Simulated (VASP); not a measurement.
Consider the following.

```
CELL_PARAMETERS angstrom
      0.00000     2.87748     2.87748
      2.87748     0.00000     2.87748
      2.87748     2.87748     0.00000
ATOMIC_POSITIONS crystal
  Zn 0.00000 0.00000 0.00000
  Se 0.25000 0.25000 0.25000
```

Method: SCAN meta-GGA, VASP's PBE PAW potentials (set 64) (plane waves; VASP). Run with 520 eV cut-off, 8×8×8 Γ-centred mesh, Gaussian smearing of 0.050 eV, potentials Zn Se.

**Question.** The job: ZnSe (zinc blende), 2 atoms, SCAN, static run, 520 eV, 8×8×8 Γ-centred mesh. Roughly how much core time does it take on a busy server core?

**Answer.** About 80 core-seconds (one run on a shared machine, a rough figure). It had 29 irreducible k-points, 13 bands, up to 1303 plane waves and 22 electronic steps.

The compound is ZnSe in the zinc blende structure. This cell is one point of a volume scan, at 1.06 of the reference volume.
